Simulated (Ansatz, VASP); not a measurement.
**Cross-check of Ta3Sb between VASP and Ansatz**

Aim: how closely do two programs agree when they are given the same cell, functional and k mesh? The cell is taken from a series of runs on this material, whose earlier steps may have relaxed, scaled, displaced or heated it; both programs get it as it stands.

Program: Ansatz 0.2.0. Level of theory: plane waves, with VASP 6.6.1 beside it; relaxation of cell and atoms at PBEsol. Results are calculated unless marked as measured.

### Step 1. The starting structure

Symmetry: Pm-3n, No. 223, cubic system. The conventional cell has a = 5.239 Å, b = 5.239 Å, c = 5.239 Å, α = 90.00°, β = 90.00°, γ = 90.00°. Nearest to Ta lie 2 Ta at 2.62 Å and 4 Sb at 2.93 Å. Sb has 12 Ta at 2.93 Å nearest. Farther neighbours are not listed.

Structure file:

```xyz
8
Lattice="5.2394 0.0000 0.0000 0.0000 5.2394 0.0000 0.0000 0.0000 5.2394" Properties=species:S:1:pos:R:3 pbc="T T T"
Ta    1.3099    0.0000    2.6197
Ta    2.6197    3.9296    0.0000
Ta    3.9296    0.0000    2.6197
Ta    2.6197    1.3099    0.0000
Ta    0.0000    2.6197    3.9296
Ta    0.0000    2.6197    1.3099
Sb    0.0000    0.0000    0.0000
Sb    2.6197    2.6197    2.6197
```

### Step 2. VASP: relaxation of cell and atoms, PBEsol

The relaxed volume is the usual yardstick between codes: in a stiff, nearly cubic crystal its relative difference is about their pressure difference at one cell divided by the bulk modulus.

Lines of VASP's logs that name or quote its potential files are left out, and so is its time.

Contents of INCAR:

```
SYSTEM = Ta3Sb
PREC = Accurate
ENCUT = 500
EDIFF = 1E-07
NELM = 120
ISMEAR = -1
SIGMA = 0.15
LREAL = .FALSE.
ALGO = Normal
GGA = PS
NBANDS = 47
LASPH = .TRUE.
LORBIT = 11
LWAVE = .FALSE.
LCHARG = .FALSE.
ISIF = 3
IBRION = 2
NSW = 80
EDIFFG = -0.005
GGA_COMPAT = .FALSE.
NELMIN = 4
KPAR = 2
```

Contents of POSCAR:

```
Ta3Sb
1.0
    5.2394090000      0.0000000000      0.0000000000
    0.0000000000      5.2394090000      0.0000000000
    0.0000000000      0.0000000000      5.2394090000
Ta Sb
6 2
Direct
    0.2499999523      0.0000000000      0.4999999046
    0.4999999046      0.7499998569      0.0000000000
    0.7499998569      0.0000000000      0.4999999046
    0.4999999046      0.2499999523      0.0000000000
    0.0000000000      0.4999999046      0.7499998569
    0.0000000000      0.4999999046      0.2499999523
    0.0000000000      0.0000000000      0.0000000000
    0.4999999046      0.4999999046      0.4999999046
```

Contents of KPOINTS:

```
Automatic mesh
0
Gamma
8 8 8
0 0 0
```

The projector-augmented-wave data sets are Ta_pv and Sb (PBE family, release 64).

The run is started by

```console
$ mpirun -np 2 vasp_std
```

Numbers of over 12 decimals in the logs are rounded to 6 here.

What it wrote:

```text
[banner, memory and clock lines left out]
running    2 mpi-ranks, on    1 nodes
 distrk:  each k-point on    1 cores,    2 groups
 distr:  one band on    1 cores,    1 groups

 POSCAR found type information on POSCAR TaSb
 POSCAR found :  2 types and       8 ions
|                                                                             |
|               ----> ADVICE to this user running VASP <----                  |
|                                                                             |
|     You enforced a specific xc type in the INCAR file but a different       |
|     [... a line on the potential file left out ...]
|     I HOPE YOU KNOW WHAT YOU ARE DOING!                                     |
|                                                                             |

 LDA part: xc-table for (Slater+PW92), standard interpolation
 POSCAR, INCAR and KPOINTS ok, starting setup
 FFT: planning ... GRIDC
 FFT: planning ... GRID_SOFT
 FFT: planning ... GRID
 WAVECAR not read
 entering main loop
       N       E                     dE             d eps       ncg     rms          rms(c)
DAV:   1     0.746945593064E+03    0.74695E+03   -0.38863E+04  3290   0.156E+03
DAV:   2    -0.508164182485E+02   -0.79776E+03   -0.78074E+03  3679   0.465E+02
DAV:   3    -0.876341153261E+02   -0.36818E+02   -0.35525E+02  4136   0.885E+01
DAV:   4    -0.886880745894E+02   -0.10540E+01   -0.10419E+01  4060   0.143E+01
DAV:   5    -0.887170197289E+02   -0.28945E-01   -0.28902E-01  4216   0.229E+00    0.359E+01
DAV:   6    -0.864591753773E+02    0.22578E+01   -0.26598E+00  3869   0.913E+00    0.178E+01
DAV:   7    -0.857348915806E+02    0.72428E+00   -0.20095E+00  3908   0.757E+00    0.125E+00
DAV:   8    -0.857217259797E+02    0.13166E-01   -0.91603E-02  4026   0.143E+00    0.483E-01
DAV:   9    -0.857211602567E+02    0.56572E-03   -0.43130E-03  4109   0.278E-01    0.209E-01
DAV:  10    -0.857211426780E+02    0.17579E-04   -0.36129E-04  4058   0.109E-01    0.529E-02
DAV:  11    -0.857211389897E+02    0.36883E-05   -0.34826E-05  4037   0.315E-02    0.127E-02
DAV:  12    -0.857211364497E+02    0.25400E-05   -0.32359E-06  4360   0.937E-03    0.338E-03
DAV:  13    -0.857211367297E+02   -0.28005E-06   -0.23335E-07  3245   0.226E-03    0.194E-03
DAV:  14    -0.857211366138E+02    0.11593E-06   -0.21302E-08  2367   0.899E-04    0.395E-04
DAV:  15    -0.857211366194E+02   -0.55916E-08   -0.52559E-09  2373   0.412E-04
   1 F= -.85721137E+02 E0= -.85582106E+02  d E =-.857211E+02
 curvature:   0.00 expect dE= 0.000E+00 dE for cont linesearch  0.000E+00
 trial: gam= 0.00000 g(F)=  0.166E-40 g(S)=  0.432E-02 ort = 0.000E+00 (trialstep = 0.100E+01)
 search vector abs. value=  0.432E-02
 bond charge predicted
       N       E                     dE             d eps       ncg     rms          rms(c)
DAV:   1    -0.857483911668E+02   -0.27255E-01   -0.10167E+00  3411   0.724E+00    0.150E+00
DAV:   2    -0.857240391388E+02    0.24352E-01   -0.46744E-02  3493   0.127E+00    0.577E-01
DAV:   3    -0.857184707994E+02    0.55683E-02   -0.21674E-02  3814   0.821E-01    0.185E-01
DAV:   4    -0.857184326285E+02    0.38171E-04   -0.16573E-03  3722   0.161E-01    0.555E-02
DAV:   5    -0.857183572803E+02    0.75348E-04   -0.55372E-04  3837   0.136E-01    0.588E-02
DAV:   6    -0.857183589899E+02   -0.17097E-05   -0.71526E-05  3860   0.405E-02    0.119E-02
DAV:   7    -0.857183562403E+02    0.27496E-05   -0.19153E-05  3893   0.216E-02    0.483E-03
DAV:   8    -0.857183564685E+02   -0.22822E-06   -0.75979E-07  3491   0.398E-03    0.315E-03
DAV:   9    -0.857183562425E+02    0.22604E-06   -0.15627E-07  2560   0.207E-03    0.469E-04
DAV:  10    -0.857183562397E+02    0.27640E-08   -0.29980E-08  2282   0.838E-04
   2 F= -.85718356E+02 E0= -.85577557E+02  d E =0.278038E-02
 trial-energy change:    0.002780  1 .order    0.002739   -0.004317    0.009794
 step:   0.3022(harm=  0.3059)  dis= 0.00000  next Energy=   -85.721788 (dE=-0.651E-03)
 bond charge predicted
       N       E                     dE             d eps       ncg     rms          rms(c)
DAV:   1    -0.857363189846E+02   -0.17963E-01   -0.49169E-01  3355   0.501E+00    0.105E+00
DAV:   2    -0.857245185291E+02    0.11800E-01   -0.22736E-02  3423   0.887E-01    0.404E-01
DAV:   3    -0.857218077634E+02    0.27108E-02   -0.10504E-02  3786   0.575E-01    0.131E-01
DAV:   4    -0.857218109988E+02   -0.32354E-05   -0.83555E-04  3694   0.114E-01    0.398E-02
DAV:   5    -0.857217773601E+02    0.33639E-04   -0.28728E-04  3786   0.974E-02    0.415E-02
DAV:   6    -0.857217845289E+02   -0.71688E-05   -0.35013E-05  3852   0.286E-02    0.850E-03
DAV:   7    -0.857217834374E+02    0.10916E-05   -0.94317E-06  3885   0.153E-02    0.347E-03
DAV:   8    -0.857217832745E+02    0.16290E-06   -0.37324E-07  3444   0.283E-03    0.208E-03
DAV:   9    -0.857217833784E+02   -0.10388E-06   -0.68458E-08  2317   0.138E-03    0.375E-04
DAV:  10    -0.857217833812E+02   -0.28795E-08   -0.16282E-08  2184   0.623E-04
   3 F= -.85721783E+02 E0= -.85582225E+02  d E =-.646762E-03
 curvature:  -0.15 expect dE=-0.153E-07 dE for cont linesearch -0.153E-07
 trial: gam=-0.00480 g(F)=  0.595E-40 g(S)=  0.100E-06 ort = 0.208E-04 (trialstep = 0.860E+00)
 search vector abs. value=  0.102E-09
 reached required accuracy - stopping structural energy minimisation
```

From OUTCAR (step 2):

```text
ion  position               nearest neighbor table
   1  0.250  0.000  0.500-   3 2.62   3 2.62   8 2.93   7 2.93   8 2.93   7 2.93   5 3.21   4 3.21
                             6 3.21   2 3.21   5 3.21   4 3.21   6 3.21   2 3.21
   2  0.500  0.750  0.000-   4 2.62   4 2.62   8 2.93   7 2.93   8 2.93   7 2.93   6 3.21   3 3.21
                             5 3.21   1 3.21   6 3.21   3 3.21   5 3.21   1 3.21
   3  0.750  0.000  0.500-   1 2.62   1 2.62   8 2.93   7 2.93   8 2.93   7 2.93   4 3.21   5 3.21
                             2 3.21   6 3.21   4 3.21   5 3.21   2 3.21   6 3.21
   4  0.500  0.250  0.000-   2 2.62   2 2.62   8 2.93   7 2.93   8 2.93   7 2.93   3 3.21   1 3.21
                             6 3.21   5 3.21   3 3.21   1 3.21   6 3.21   5 3.21
   5  0.000  0.500  0.750-   6 2.62   6 2.62   8 2.93   7 2.93   8 2.93   7 2.93   1 3.21   2 3.21
                             3 3.21   4 3.21   1 3.21   2 3.21   3 3.21   4 3.21
   6  0.000  0.500  0.250-   5 2.62   5 2.62   8 2.93   7 2.93   7 2.93   8 2.93   2 3.21   4 3.21
                             1 3.21   3 3.21   2 3.21   4 3.21   1 3.21   3 3.21
   7  0.000  0.000  0.000-   1 2.93   4 2.93   6 2.93   2 2.93   5 2.93   3 2.93   1 2.93   6 2.93
                             4 2.93   3 2.93   2 2.93   5 2.93
   8  0.500  0.500  0.500-   2 2.93   3 2.93   5 2.93   4 2.93   1 2.93   6 2.93   5 2.93   3 2.93
                             2 2.93   6 2.93   1 2.93   4 2.93

  LATTYP: Found a simple cubic cell.
 ALAT       =     5.2394090000

 Subroutine GETGRP returns: Found 48 space group operations
 (whereof 24 operations were pure point group operations)

The static configuration has the point symmetry T_h .
 The point group associated with its full space group is O_h .

 Found     35 irreducible k-points:

   k-points           NKPTS =     35   k-points in BZ     NKDIM =     35   number of bands    NBANDS=     47

   dimension x,y,z NGX =    40 NGY =   40 NGZ =   40
   dimension x,y,z NGXF=    80 NGYF=   80 NGZF=   80

   ENCUT  =  500.0 eV  36.75 Ry    6.06 a.u.   9.55  9.55  9.55*2*pi/ulx,y,z

   NELECT =      76.0000    total number of electrons

 k-points in reciprocal lattice and weights: Automatic mesh
   0.00000000  0.00000000  0.00000000       0.002
   0.12500000  0.00000000  0.00000000       0.012
   0.25000000  0.00000000  0.00000000       0.012
   0.37500000  0.00000000  0.00000000       0.012
   0.50000000  0.00000000  0.00000000       0.006
   0.12500000  0.12500000  0.00000000       0.023
   0.25000000  0.12500000  0.00000000       0.047
   0.37500000  0.12500000  0.00000000       0.047
   0.50000000  0.12500000  0.00000000       0.023
[...]
0.50000000  0.50000000  0.37500000       0.012
   0.50000000  0.50000000  0.50000000       0.002

 average (electrostatic) potential at core
       1 -34.1779       2 -34.1779       3 -34.1779       4 -34.1779       5 -34.1779
       6 -34.1779       7 -84.7820       8 -84.7820

 E-fermi :   7.8911

 k-point     1 :       0.0000    0.0000    0.0000
  band No.  band energies     occupation
    ...
     35       6.7759      1.99882
     36       6.7759      1.99882
     37       7.5443      1.81972
     38       7.5443      1.81972
     39       8.0375      0.54733
     40      10.5648      0.00000
     41      10.5648      0.00000
     42      10.5648      0.00000
     43      10.6171      0.00000
     44      10.6171      0.00000
    ...

 k-point     2 :       0.1250    0.0000    0.0000
  band No.  band energies     occupation
    ...
     34       6.7665      1.99889
     35       6.7665      1.99889
     36       6.7692      1.99887
     37       7.5587      1.80341
     38       7.5599      1.80192
     39       8.2963      0.12584
     40      10.0533      0.00000
     41      10.4526      0.00000
     42      10.4526      0.00000
     43      10.6768      0.00000
    ...

 k-point     3 :       0.2500    0.0000    0.0000
  band No.  band energies     occupation
    ...
     34       6.6707      1.99941
     35       6.6707      1.99941
     36       6.7403      1.99907
     37       7.4897      1.87125
     38       7.5100      1.85395
     39       9.0539      0.00086
     40       9.2455      0.00024
     41      10.2079      0.00000
     42      10.2079      0.00000
     43      10.6718      0.00000
    ...

  Total        0.0023550      0.0023550      0.0023550     -0.0000000     -0.0000000      0.0000000
  in kB        0.0261637      0.0261637      0.0261637     -0.0000000     -0.0000000      0.0000000
  external PRESSURE =       0.0261637 kB  Pullay stress =       0.0000000 kB

  energy-cutoff  :      500.00
  volume of cell :      144.21
      direct lattice vectors                 reciprocal lattice vectors
     5.244072925 -0.000000000  0.000000000     0.190691475  0.000000000 -0.000000000
    -0.000000000  5.244072925  0.000000000     0.000000000  0.190691475 -0.000000000
     0.000000000  0.000000000  5.244072925    -0.000000000 -0.000000000  0.190691475

 POSITION                                       TOTAL-FORCE (eV/Angst)
 -----------------------------------------------------------------------------------
      1.31102      0.00000      2.62204         0.000000      0.000000      0.000000
      2.62204      3.93305      0.00000         0.000000      0.000000     -0.000000
      3.93305     -0.00000      2.62204        -0.000000      0.000000     -0.000000
      2.62204      1.31102      0.00000         0.000000     -0.000000     -0.000000
     -0.00000      2.62204      3.93305         0.000000     -0.000000      0.000000
     -0.00000      2.62204      1.31102         0.000000      0.000000     -0.000000
      0.00000     -0.00000      0.00000         0.000000      0.000000     -0.000000
      2.62204      2.62204      2.62204         0.000000      0.000000     -0.000000
 -----------------------------------------------------------------------------------
    total drift:                                0.000540      0.000540      0.000540

  FREE ENERGIE OF THE ION-ELECTRON SYSTEM (eV)
  ---------------------------------------------------
  free  energy   TOTEN  =       -85.7217833812 eV

  energy  without entropy=      -85.4426664927  energy(sigma->0) =      -85.58222494

 reached required accuracy - stopping structural energy minimisation

 total charge
# of ion       s       p       d       tot
------------------------------------------
    1        0.327   6.162   2.472   8.961
    2        0.327   6.162   2.472   8.961
    3        0.327   6.162   2.472   8.961
    4        0.327   6.162   2.472   8.961
    5        0.327   6.162   2.472   8.961
    6        0.327   6.162   2.472   8.961
    7        1.045   1.372   0.127   2.544
    8        1.045   1.372   0.127   2.544
--------------------------------------------------
tot          4.052  39.717  15.087  58.856

[... 3 further parts left out ...]
```

The run keeps the 48 symmetry operations of its start, so it cannot find a distortion of lower symmetry.

(Continued in part 2 of 2.)

[Lines on the potential files, build, host, timing and source positions are cut from VASP's logs without a mark.]

[Logs are printed without paths, hosts, clocks, repeated set-up lines and the standing remarks that a program may print on its own settings, such as how far it seeks lower states.]

[Hosts, paths, dates, database ids (printed as entryN), source tags and the programs' standing remarks are cut or masked in the printed files.]
